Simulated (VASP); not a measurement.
# XPS shifts in Zr2Ta3, part 5 of 5

Which atoms of Zr2Ta3 bind their core electrons more tightly, and does the hole change the order?

VASP 6.6.1, plane waves and PAW; the level of theory is named at each step.

So far. Step 5 (Core hole, atom Zr3, shell 3d): Against the hole on Zr4 the energy differs by +0.00 eV. Step 6 (Core hole, atom Ta9, shell 4f): This is the reference for holes on Ta.

## (7) Core hole, atom Ta13, shell 4f

Level of this step: final-state core hole with the electron kept at the Fermi level, PBEsol; plane waves and PAW (Ta_pv, Zr_sv, Ta_pv) (VASP).

The same hole on the next atom.

Input file INCAR:

```
SYSTEM = Zr2Ta3
PREC = Normal
ENCUT = 330
EDIFF = 1E-05
NELM = 120
ISMEAR = 0
SIGMA = 0.1
LREAL = Auto
ALGO = Fast
GGA = PS
NBANDS = 141
LASPH = .TRUE.
LWAVE = .FALSE.
LCHARG = .FALSE.
NCORE = 8
ICORELEVEL = 2
CLNT = 1
CLN = 4
CLL = 3
CLZ = 1
ISIF = 0
```

Input file POSCAR:

```
Zr2Ta3
1.0
    6.6200000000      0.0000000000      0.0000000000
    0.0000000000      6.6200000000      0.0000000000
    0.0000000000      0.0000000000     20.6200000000
Ta Zr Ta
1 8 11
Direct
    0.0000000000      0.0000000000      0.5000000000
    0.0000000000      0.0000000000      0.6613709627
    0.5000000000      0.0000000000      0.6613709627
    0.0000000000      0.5000000000      0.6613709627
    0.5000000000      0.5000000000      0.6613709627
    0.0000000000      0.0000000000      0.3386290373
    0.5000000000      0.0000000000      0.3386290373
    0.0000000000      0.5000000000      0.3386290373
    0.5000000000      0.5000000000      0.3386290373
    0.2500000000      0.2500000000      0.5783687327
    0.7500000000      0.2500000000      0.5783687327
    0.2500000000      0.7500000000      0.5783687327
    0.7500000000      0.7500000000      0.5783687327
    0.5000000000      0.0000000000      0.5000000000
    0.0000000000      0.5000000000      0.5000000000
    0.5000000000      0.5000000000      0.5000000000
    0.2500000000      0.2500000000      0.4216312673
    0.7500000000      0.2500000000      0.4216312673
    0.2500000000      0.7500000000      0.4216312673
    0.7500000000      0.7500000000      0.4216312673
```

Input file KPOINTS:

```
Automatic mesh
0
Gamma
3 3 1
0 0 0
```

The projector-augmented-wave data sets are Ta_pv, Zr_sv and Ta_pv (PBE family, release 64).

The run is started by

```console
$ mpirun -np 8 vasp_std
```

Output:

```text
[... set-up lines as in an earlier step ...]
 entering main loop
       N       E                     dE             d eps       ncg     rms          rms(c)
DAV:   1     0.163978665118E+04    0.16398E+04   -0.10523E+05  1062   0.106E+03
DAV:   2    -0.241314195331E+03   -0.18811E+04   -0.18311E+04   957   0.367E+02
DAV:   3    -0.378107997937E+03   -0.13679E+03   -0.13272E+03  1212   0.759E+01
DAV:   4    -0.393989354738E+03   -0.15881E+02   -0.15748E+02  1572   0.206E+01
[...]
RMM:  19    -0.366805310198E+03   -0.24626E-03   -0.22036E-03  1432   0.704E-02    0.182E-02
RMM:  20    -0.366805610691E+03   -0.30049E-03   -0.11849E-03  1380   0.559E-02    0.111E-02
RMM:  21    -0.366805834005E+03   -0.22331E-03   -0.70793E-04  1305   0.462E-02    0.746E-03
WARNING in EDDRMM: call to ZHEGV failed, returncode =   6  3    129
WARNING in EDDRMM: call to ZHEGV failed, returncode =   6  3    114
RMM:  22    -0.366806083452E+03   -0.24945E-03   -0.43575E-04  1285   0.391E-02    0.670E-03
RMM:  23    -0.366806260425E+03   -0.17697E-03   -0.28482E-04  1152   0.329E-02    0.605E-03
RMM:  24    -0.366806312576E+03   -0.52152E-04   -0.17543E-04  1074   0.288E-02    0.506E-03
WARNING in EDDRMM: call to ZHEGV failed, returncode =   8  4     54
RMM:  25    -0.366806338677E+03   -0.26100E-04   -0.11259E-04  1018   0.258E-02    0.532E-03
RMM:  26    -0.366806345155E+03   -0.64780E-05   -0.73774E-05   932   0.235E-02
   1 F= -.36680635E+03 E0= -.36671409E+03  d E =-.184512E+00
```

The job ended after 17 s (8 MPI ranks of AMD EPYC 9R45, shared host; peak memory 1 GiB; 2.2 min of CPU time).

OUTCAR, selected parts (step 7):

```text
 POSITION                                       TOTAL-FORCE (eV/Angst)
 -----------------------------------------------------------------------------------
      0.00000      0.00000     10.31000         0.000000      0.000000      0.000000
      0.00000      0.00000     13.63747        -0.000000      0.000000     -0.092230
      3.31000      0.00000     13.63747        -0.000000      0.000000     -0.063889
      0.00000      3.31000     13.63747        -0.000000      0.000000     -0.063889
      3.31000      3.31000     13.63747         0.000000      0.000000      0.010745
      0.00000      0.00000      6.98253        -0.000000      0.000000      0.092230
      3.31000      0.00000      6.98253        -0.000000      0.000000      0.063889
      0.00000      3.31000      6.98253         0.000000      0.000000      0.063889
      3.31000      3.31000      6.98253        -0.000000      0.000000     -0.010745
      1.65500      1.65500     11.92596        -0.271371     -0.271371     -0.301476
      4.96500      1.65500     11.92596         0.271371     -0.271371     -0.301476
      1.65500      4.96500     11.92596        -0.271371      0.271371     -0.301476
      4.96500      4.96500     11.92596         0.271371      0.271371     -0.301476
      3.31000      0.00000     10.31000         0.000000      0.000000      0.000000
[...]
-----------------------------------------------------------------------------------
    total drift:                                0.000000      0.000000      0.000000

  FREE ENERGIE OF THE ION-ELECTRON SYSTEM (eV)
  ---------------------------------------------------
  free  energy   TOTEN  =      -366.8063451545 eV

  energy  without entropy=     -366.6218334982  energy(sigma->0) =     -366.71408933

[... 2 parts as in an earlier step ...]

[... 1 further part left out ...]
[key lines of the parts left out:]
E-fermi :   1.2279
```

Against the hole on Ta9 the energy differs by -0.12 eV.

## (8) Summary

This step: core-level shifts, PBEsol; plane waves and PAW (VASP 6.6.1).

Derived from the runs above.

A positive shift is a higher binding energy. Cost is wall time times ranks on a shared host. Core-level shifts:

```csv
atom,region,shell,Kohn-Sham level below the Fermi level (eV),initial-state shift (eV),final-state shift (eV),shifts are from,cost (core minutes)
Zr4,layer 1,3d,168.8,0,0,Zr4,2.8
Zr3,layer 1,3d,168.8,0,1.76e-5,Zr4,2.53
Ta9,layer 2,4f,18.83,0,0,Ta9,2.37
Ta13,layer 3,4f,18.68,-0.1481,-0.1241,Ta9,2.27
```

## (9) Results

```
Ta13 4f (layer 3), from Ta9 : initial state -0.15 eV, final state -0.12 eV
```

**Reading.** Against Ta9, Ta13 is shifted by -0.15 eV in the initial state and by -0.12 eV with the hole (energies extrapolated to zero smearing). Zr3 has the level of the reference atom in both states, as equivalent sites do. Only these atoms were given a hole, so other sites aren't ranked. The difference of the two pictures holds the screening of the hole, but also the cell's limits: holes repeat 6.6 Å apart, and the electron from the core stays in the cell, where it moves the Fermi energy by -0.04 to -0.00 eV, less than the shifts themselves. Cell size, mesh and smearing weren't varied between the hole runs, and no dipole correction was applied to the slab. The other core electrons are frozen, spin-orbit splitting and multiplets are absent, and only shifts between atoms of one element are meaningful. Not tabulated here, as repeats of values shown or as unfit to read for their mesh, reference level or band range: core levels (core hole).

[Lines on the potential files, build, host, timing and source positions are cut from VASP's logs without a mark.]

[Logs are printed without paths, hosts, clocks, repeated set-up lines and the standing remarks that a program may print on its own settings, such as how far it seeks lower states.]

[Hosts, paths, dates, database ids (printed as entryN), source tags and the programs' standing remarks are cut or masked in the printed files.]
